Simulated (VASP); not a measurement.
Energy against volume of ZnS (zinc blende). Calculation: PBE GGA, VASP's PBE PAW potentials (set 64) (plane waves; VASP). Numerical set-up: 520 eV cut-off, 8×8×8 Γ-centred mesh, Gaussian smearing of 0.050 eV, potentials Zn S.

```
V (Å³/atom)  E (eV/atom)
-----------  -----------
19.599          -3.42190
20.205          -3.42620
20.811          -3.42258
21.417          -3.41225
```

Task: Fit these four points and predict the energy of the run at 18.993 Å³/atom.

Result: A cubic in V^(−2/3), the third-order Birch-Murnaghan form, passes through the four points with V0 = 20.21 Å³/atom and B0 = 70 GPa, and gives -3.4082 eV/atom there. The run gave -3.4083 eV/atom, -0.1 meV/atom from the fit; all five points give B0 = 69 GPa.

The compound is ZnS in the zinc blende structure. It was relaxed first.
